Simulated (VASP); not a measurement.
A convergence study with VASP on ZnS (zinc blende): a few settings are varied, all else stays as given below, so the limit is that of these other settings. The cell's lengths are 1 % over those of the tabulated start and one atom is moved, so it is off equilibrium.

```xyz
2
Lattice="0.0000 2.7321 2.7321 2.7321 0.0000 2.7321 2.7321 2.7321 0.0000" Properties=species:S:1:pos:R:3 pbc="T T T"
Zn     0.0000     0.0000     0.0000
S      1.4266     1.3660     1.3660
```

Level of theory: LDA (Ceperley-Alder, Perdew-Zunger), VASP's LDA PAW potentials (set 64) (plane waves; VASP). The last row used: 550 eV cut-off, 7×7×7 Γ-centred mesh, Gaussian smearing of 0.050 eV, potentials Zn S.

| setting | E (eV/atom) | pressure (GPa) | electronic steps |
|---|---|---|---|
| ALGO = Normal, EDIFF = 1E-2 | -4.0615 | -5.73 | 8 |
| ALGO = Normal, EDIFF = 1E-3 | -4.0613 | -6.18 | 9 |
| ALGO = Normal, EDIFF = 1E-4 | -4.0613 | -5.80 | 10 |
| ALGO = Normal, EDIFF = 1E-5 | -4.0613 | -6.34 | 11 |
| ALGO = Normal, EDIFF = 1E-6 | -4.0613 | -6.20 | 12 |
| ALGO = Normal, EDIFF = 1E-7 | -4.0613 | -6.27 | 13 |
| ALGO = Normal, EDIFF = 1E-8 | -4.0613 | -6.28 | 14 |
| ALGO = Normal, EDIFF = 1E-9 | -4.0613 | -6.27 | 15 |
| ALGO = Fast, EDIFF = 1E-2 | -4.0620 | 1.88 | 8 |
| ALGO = Fast, EDIFF = 1E-3 | -4.0613 | -3.73 | 10 |
| ALGO = Fast, EDIFF = 1E-4 | -4.0613 | -5.75 | 12 |
| ALGO = Fast, EDIFF = 1E-5 | -4.0613 | -6.02 | 13 |
| ALGO = Fast, EDIFF = 1E-6 | -4.0613 | -5.86 | 15 |
| ALGO = Fast, EDIFF = 1E-7 | -4.0613 | -6.25 | 21 |
| ALGO = Fast, EDIFF = 1E-8 | -4.0613 | -6.25 | 21 |
| ALGO = Fast, EDIFF = 1E-9 | -4.0613 | -6.27 | 23 |
| ALGO = All, EDIFF = 1E-2 | -4.0607 | -6.52 | 10 |
| ALGO = All, EDIFF = 1E-3 | -4.0613 | -6.17 | 12 |
| ALGO = All, EDIFF = 1E-4 | -4.0613 | -6.28 | 13 |
| ALGO = All, EDIFF = 1E-5 | -4.0613 | -6.29 | 14 |
| ALGO = All, EDIFF = 1E-6 | -4.0613 | -6.27 | 16 |
| ALGO = All, EDIFF = 1E-7 | -4.0613 | -6.27 | 17 |
| ALGO = All, EDIFF = 1E-8 | -4.0613 | -6.27 | 19 |
| ALGO = All, EDIFF = 1E-9 | -4.0613 | -6.27 | 20 |

Left out are rungs that failed or repeat a setting and relaxations that didn't move; long series are thinned to 24 rows.

The compound is ZnS in the zinc blende structure. The cell was not relaxed at this level, it is distorted from the ideal structure.
